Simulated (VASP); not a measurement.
A convergence study with VASP on CdSe (zinc blende): one setting is varied, all else stays as given below, so the limit is that of these other settings.

```
CELL_PARAMETERS angstrom
      0.00000     3.02500     3.02500
      3.02500     0.00000     3.02500
      3.02500     3.02500     0.00000
ATOMIC_POSITIONS crystal
  Cd 0.00000 0.00000 0.00000
  Se 0.25000 0.25000 0.25000
```

Method: PBE GGA, VASP's PBE PAW potentials (set 64) (plane waves; VASP). The tightest run used: 550 eV cut-off, 13×13×13 Monkhorst-Pack mesh, Gaussian smearing of 0.050 eV, potentials Cd Se.

```
setting     E (eV/atom)  pressure (GPa)  irreducible k-points
----------  -----------  --------------  --------------------
1×1×1 mesh       3.0560           48.52                     1
2×2×2 mesh      -2.7018            4.35                     2
3×3×3 mesh      -2.6163            4.97                     4
```

### Question
These are the cheaper rows. Estimate the results at 13×13×13 mesh, and how far the last row shown lies from them.

### Answer

| quantity | tightest run | last row shown is off by |
|---|---|---|
| E (eV/atom) | -2.7235 | 0.1072 |
| pressure (GPa) | 4.11 | 0.86 |

Left out are rungs that failed or repeat a setting and relaxations that didn't move; long series are thinned to 24 rows.

The compound is CdSe in the zinc blende structure, whereas wurtzite is the usual form. The cell was not relaxed at this level.
